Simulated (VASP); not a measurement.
Here is the system:

```
CELL_PARAMETERS angstrom
      0.00000     3.23591     3.23591
      3.23591     0.00000     3.23591
      3.23591     3.23591     0.00000
ATOMIC_POSITIONS crystal
  Y  0.00000 0.00000 0.00000
  As 0.25000 0.25000 0.25000
```

Computed with PBE GGA, VASP's PBE PAW potentials (set 64) (plane waves; VASP). Settings: 400 eV cut-off, Gaussian smearing of 0.050 eV, potentials Y_sv As.

### Question
What does the run give for the band gap (along the path) with the smallest direct gap where there is one?

### Answer

| Property | Result |
|---|---|
| band gap (along the path) | 1.58 eV |
| smallest direct gap (along the path) | 1.58 eV |

The absolute energy has meaning only against runs of the same code, potentials and settings.

The structure was generated: YAs was put into the zinc blende type (F-43m), which need not be its known phase. It was relaxed first, which changed the volume by -25 %.
